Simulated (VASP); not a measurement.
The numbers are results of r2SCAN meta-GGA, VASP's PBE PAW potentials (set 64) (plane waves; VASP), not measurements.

Input for VASP

### KPOINTS
```
Automatic mesh
0
Gamma
6 6 3
0 0 0
```

File POSCAR:
```
Ca2H3Br
1
    3.8489290977     0.0000000000     0.0000000000
   -1.9244645488     3.3332701944     0.0000000000
   -0.0000000000    -0.0000000000     6.7463339253
Ca H Br
2 3 1
Direct
  0.6666670000   0.3333330000   0.1862252750
  0.3333330000   0.6666670000   0.8137747250
  0.6666670000   0.3333330000   0.8508773891
  0.3333330000   0.6666670000   0.1491226109
  0.0000000000   0.0000000000   0.0000000000
  0.0000000000   0.0000000000   0.5000000000
```

**INCAR**
```
# general
SYSTEM  = Ca2H3Br
PREC    = Accurate
ENCUT   = 400   # plane-wave cut-off (eV)
LREAL   = .FALSE.   # projection in real space or not
LASPH   = .TRUE.

# electronic loop
EDIFF   = 1E-6   # SCF stop (eV)
NELM    = 100
ALGO    = Normal   # blocked Davidson
LMAXMIX = 4   # l cut-off of mixed one-centre charges
LMIXTAU = .TRUE.

# smearing
ISMEAR  = 0
SIGMA   = 0.05   # width (eV)

# functional
METAGGA = R2SCAN

# ions
IBRION  = 2   # conjugate gradients
NSW     = 60
ISIF    = 3
EDIFFG  = -0.02   # ionic stop

# output
LWAVE   = .FALSE.
LCHARG  = .FALSE.
```

POTCAR, in this order: Ca_sv H Br (PBE.64 set). Program: vasp_std.

The resulting files:

**OSZICAR**
```
       N       E                     dE             d eps       ncg     rms          rms(c)
DAV:   1     0.194226976893E+03    0.19423E+03   -0.12892E+04   646   0.124E+03
DAV:   2    -0.336925801184E+02   -0.22792E+03   -0.22247E+03   726   0.366E+02
DAV:   3    -0.502756688062E+02   -0.16583E+02   -0.16500E+02  1156   0.775E+01
DAV:   4    -0.510289509995E+02   -0.75328E+00   -0.75210E+00   948   0.155E+01
DAV:   5    -0.510526904379E+02   -0.23739E-01   -0.23733E-01  1051   0.208E+00    0.691E+00
DAV:   6    -0.466168088861E+02    0.44359E+01   -0.36022E+00   913   0.178E+01    0.468E+00
DAV:   7    -0.425490044477E+02    0.40678E+01   -0.32863E+00   795   0.139E+01    0.105E+00
DAV:   8    -0.455927903651E+02   -0.30438E+01   -0.16019E+00   793   0.998E+00    0.799E-01
DAV:   9    -0.438603529250E+02    0.17324E+01   -0.54353E-01   702   0.706E+00    0.620E-01
DAV:  10    -0.440130429233E+02   -0.15269E+00   -0.69541E-01   703   0.826E+00    0.266E-01
DAV:  11    -0.441375452649E+02   -0.12450E+00   -0.44000E-01   682   0.669E+00    0.156E-01
DAV:  12    -0.441614467583E+02   -0.23901E-01   -0.17729E-02   889   0.129E+00    0.141E-01
DAV:  13    -0.441599030676E+02    0.15437E-02   -0.57948E-03   728   0.862E-01    0.759E-02
DAV:  14    -0.441581050249E+02    0.17980E-02   -0.11291E-02   708   0.107E+00    0.339E-02
DAV:  15    -0.441635753963E+02   -0.54704E-02   -0.32238E-03   697   0.632E-01    0.276E-02
DAV:  16    -0.441632855470E+02    0.28985E-03   -0.15824E-04   950   0.110E-01    0.108E-02
DAV:  17    -0.441636647752E+02   -0.37923E-03   -0.19631E-04   703   0.126E-01    0.397E-03
DAV:  18    -0.441637286424E+02   -0.63867E-04   -0.31853E-05   771   0.615E-02    0.512E-03
DAV:  19    -0.441637374081E+02   -0.87658E-05   -0.59265E-06   725   0.236E-02    0.239E-03
DAV:  20    -0.441637420261E+02   -0.46179E-05   -0.36476E-06   728   0.158E-02    0.266E-03
DAV:  21    -0.441637449458E+02   -0.29197E-05   -0.11650E-06   530   0.115E-02    0.136E-03
DAV:  22    -0.441637440898E+02    0.85595E-06   -0.17111E-06   567   0.127E-02
   1 F= -.44163744E+02 E0= -.44163744E+02  d E =-.441637E+02
       N       E                     dE             d eps       ncg     rms          rms(c)
DAV:   1    -0.442684970352E+02   -0.10475E+00   -0.29150E+00   734   0.169E+01    0.162E+00
DAV:   2    -0.441977865269E+02    0.70711E-01   -0.21598E-01   922   0.405E+00    0.959E-01
DAV:   3    -0.441677671998E+02    0.30019E-01   -0.13947E-01  1053   0.327E+00    0.246E-01
DAV:   4    -0.441790787378E+02   -0.11312E-01   -0.26027E-02   752   0.129E+00    0.134E-01
DAV:   5    -0.441796465592E+02   -0.56782E-03   -0.12477E-03  1137   0.207E-01    0.103E-01
DAV:   6    -0.441803533395E+02   -0.70678E-03   -0.15972E-03  1095   0.232E-01    0.613E-02
DAV:   7    -0.441802569477E+02    0.96392E-04   -0.42650E-04   679   0.204E-01    0.232E-02
DAV:   8    -0.441801649452E+02    0.92002E-04   -0.79676E-05   860   0.867E-02    0.158E-02
DAV:   9    -0.441801934729E+02   -0.28528E-04   -0.38793E-05   758   0.506E-02    0.779E-03
DAV:  10    -0.441801803747E+02    0.13098E-04   -0.85297E-06   648   0.261E-02    0.305E-03
DAV:  11    -0.441801828944E+02   -0.25197E-05   -0.24950E-06   609   0.152E-02    0.136E-03
DAV:  12    -0.441801844273E+02   -0.15329E-05   -0.37506E-07   380   0.600E-03    0.697E-04
DAV:  13    -0.441801840282E+02    0.39907E-06   -0.65442E-08   371   0.276E-03
   2 F= -.44180184E+02 E0= -.44180184E+02  d E =-.164399E-01
       N       E                     dE             d eps       ncg     rms          rms(c)
DAV:   1    -0.442045249886E+02   -0.24341E-01   -0.73557E-01   731   0.843E+00    0.819E-01
DAV:   2    -0.441864064867E+02    0.18119E-01   -0.54294E-02   911   0.204E+00    0.478E-01
DAV:   3    -0.441793736629E+02    0.70328E-02   -0.33626E-02  1045   0.160E+00    0.118E-01
DAV:   4    -0.441817395311E+02   -0.23659E-02   -0.60034E-03   760   0.613E-01    0.651E-02
DAV:   5    -0.441819150434E+02   -0.17551E-03   -0.29126E-04  1105   0.103E-01    0.493E-02
DAV:   6    -0.441820608384E+02   -0.14580E-03   -0.43303E-04  1144   0.122E-01    0.262E-02
DAV:   7    -0.441820531735E+02    0.76649E-05   -0.93263E-05   664   0.984E-02    0.105E-02
DAV:   8    -0.441820187463E+02    0.34427E-04   -0.20576E-05   685   0.463E-02    0.670E-03
DAV:   9    -0.441820317614E+02   -0.13015E-04   -0.18618E-05   713   0.349E-02    0.315E-03
DAV:  10    -0.441820243501E+02    0.74113E-05   -0.14308E-06   653   0.132E-02    0.164E-03
DAV:  11    -0.441820239872E+02    0.36288E-06   -0.41988E-07   396   0.666E-03
   3 F= -.44182024E+02 E0= -.44182024E+02  d E =-.182799E-01
       N       E                     dE             d eps       ncg     rms          rms(c)
DAV:   1    -0.441821109643E+02   -0.86614E-04   -0.26199E-03   723   0.500E-01    0.490E-02
DAV:   2    -0.441820476071E+02    0.63357E-04   -0.19169E-04   909   0.122E-01    0.282E-02
DAV:   3    -0.441820141969E+02    0.33410E-04   -0.11166E-04  1046   0.928E-02    0.655E-03
DAV:   4    -0.441820299252E+02   -0.15728E-04   -0.19432E-05   772   0.348E-02    0.371E-03
DAV:   5    -0.441820295562E+02    0.36903E-06   -0.92140E-07   439   0.635E-03
   4 F= -.44182030E+02 E0= -.44182030E+02  d E =-.182855E-01
       N       E                     dE             d eps       ncg     rms          rms(c)
DAV:   1    -0.441821896763E+02   -0.15975E-03   -0.57142E-02   646   0.217E+00    0.874E-02
DAV:   2    -0.441822445815E+02   -0.54905E-04   -0.24902E-03   817   0.454E-01    0.400E-02
DAV:   3    -0.441823128849E+02   -0.68303E-04   -0.19743E-04   882   0.123E-01    0.170E-02
DAV:   4    -0.441823025436E+02    0.10341E-04   -0.28958E-05   870   0.537E-02    0.437E-03
DAV:   5    -0.441823089559E+02   -0.64123E-05   -0.17110E-05   721   0.419E-02    0.201E-03
DAV:   6    -0.441823076429E+02    0.13130E-05   -0.55313E-06   664   0.231E-02    0.742E-04
DAV:   7    -0.441823094539E+02   -0.18110E-05   -0.65670E-07   488   0.825E-03    0.488E-04
DAV:   8    -0.441823084768E+02    0.97709E-06   -0.44661E-07   383   0.619E-03
   5 F= -.44182308E+02 E0= -.44182308E+02  d E =-.278921E-03
       N       E                     dE             d eps       ncg     rms          rms(c)
DAV:   1    -0.441823243248E+02   -0.14871E-04   -0.34161E-02   646   0.168E+00    0.673E-02
DAV:   2    -0.441823604506E+02   -0.36126E-04   -0.14843E-03   817   0.351E-01    0.307E-02
DAV:   3    -0.441824003106E+02   -0.39860E-04   -0.11613E-04   898   0.947E-02    0.130E-02
DAV:   4    -0.441823943252E+02    0.59854E-05   -0.16892E-05   854   0.413E-02    0.342E-03
DAV:   5    -0.441823973674E+02   -0.30422E-05   -0.10183E-05   727   0.323E-02    0.153E-03
DAV:   6    -0.441823971125E+02    0.25493E-06   -0.32213E-06   579   0.178E-02
   6 F= -.44182397E+02 E0= -.44182397E+02  d E =-.367556E-03
```

### OUTCAR
```
------------------------ aborting loop because EDIFF is reached ----------------------------------------
  FORCE on cell =-STRESS in cart. coord.  units (eV):
  Direction    XX          YY          ZZ          XY          YZ          ZX
  --------------------------------------------------------------------------------------
  Total       -0.0134108     -0.0134108      0.0335125     -0.0000000      0.0000000     -0.0000000
  in kB       -0.2392895     -0.2392894      0.5979639     -0.0000000      0.0000000     -0.0000000
  external PRESSURE =       0.0397950 kB  Pullay stress =       0.0000000 kB
  volume of cell :       89.79
      direct lattice vectors                 reciprocal lattice vectors
     3.894058877  0.000000000  0.000000000     0.256801459  0.148264400 -0.000000000
    -1.947029438  3.372353723 -0.000000000    -0.000000000  0.296528799 -0.000000000
    -0.000000000  0.000000000  6.837656209    -0.000000000  0.000000000  0.146248944
 POSITION                                       TOTAL-FORCE (eV/Angst)
 -----------------------------------------------------------------------------------
      1.94703      1.12412      1.26887         0.000000      0.000000     -0.004172
     -0.00000      2.24824      5.56879        -0.000000     -0.000000      0.004172
      1.94703      1.12412      5.81509        -0.000000     -0.000000      0.002277
     -0.00000      2.24824      1.02256        -0.000000      0.000000     -0.002277
      0.00000      0.00000      0.00000         0.000000     -0.000000      0.000000
     -0.00000      0.00000      3.41883         0.000000     -0.000000      0.000000
 -----------------------------------------------------------------------------------
    total drift:                               -0.000000     -0.000000      0.000000
  FREE ENERGIE OF THE ION-ELECTRON SYSTEM (eV)
  ---------------------------------------------------
  free  energy   TOTEN  =       -44.1823971125 eV

  energy  without entropy=      -44.1823971125  energy(sigma->0) =      -44.18239711

 reached required accuracy - stopping structural energy minimisation
```
(Selected blocks of OUTCAR.)

### CONTCAR
```
Ca2H3Br
   1.00000000000000
     3.8940588766100319    0.0000000000006764    0.0000000000000000
    -1.9470294382538440    3.3723537230195522   -0.0000000000000000
    -0.0000000000000000    0.0000000000000000    6.8376562094729660
  Ca              H               Br
     2     3     1
Direct
     0.6666669999999968    0.3333330000000032    0.1855705558537318
     0.3333330000000032    0.6666669999999968    0.8144294441462682
     0.6666669999999968    0.3333330000000032    0.8504509858600522
     0.3333330000000032    0.6666669999999968    0.1495490141399479
     0.0000000000000000    0.0000000000000000    0.0000000000000000
     0.0000000000000000    0.0000000000000000    0.5000000000000000
```

Energy and stress use the plane-wave basis of the starting cell.

The structure comes from a computed database's Ca2H3Br entry (P-3m1); how it stands against other phases isn't given here. This run relaxes it. Symmetry was kept, so distortions that lower it aren't found. The start is the result of an earlier pass.
